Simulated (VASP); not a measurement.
Here is the system:

```
CELL_PARAMETERS angstrom
      3.50357     0.00000     0.00000
      0.00000     3.50357     0.00000
      0.00000     0.00000     3.50357
ATOMIC_POSITIONS crystal
  Si 0.00000 0.00000 0.00000
  Ni 0.00000 0.50000 0.50000
  Ni 0.50000 0.00000 0.50000
  Ni 0.50000 0.50000 0.00000
```

All values below come from PBE GGA, VASP's PBE PAW potentials (set 64) (plane waves; VASP). Numerical set-up: 400 eV cut-off, 10×10×10 Γ-centred mesh, tetrahedra with Blöchl corrections, potentials Si Ni.

The cores are frozen, which limits the accuracy of field gradients.

### Question
Give the principal components of the electric field gradient (V/Å²) and the asymmetry η at each nucleus.

### Answer

```json
[
 {"atom": "Si1", "Vxx": "0.0", "Vyy": "0.0", "Vzz": "0.0", "η": "-"},
 {"atom": "Ni2", "Vxx": "21.7", "Vyy": "21.7", "Vzz": "-43.5", "η": "0.00"},
 {"atom": "Ni3", "Vxx": "21.7", "Vyy": "21.7", "Vzz": "-43.5", "η": "0.00"},
 {"atom": "Ni4", "Vxx": "21.7", "Vyy": "21.7", "Vzz": "-43.5", "η": "0.00"}
]
```

The compound is Ni3Si in the L1_2 structure. It was relaxed first. The run is not spin-polarised, so no magnetic state was tried.
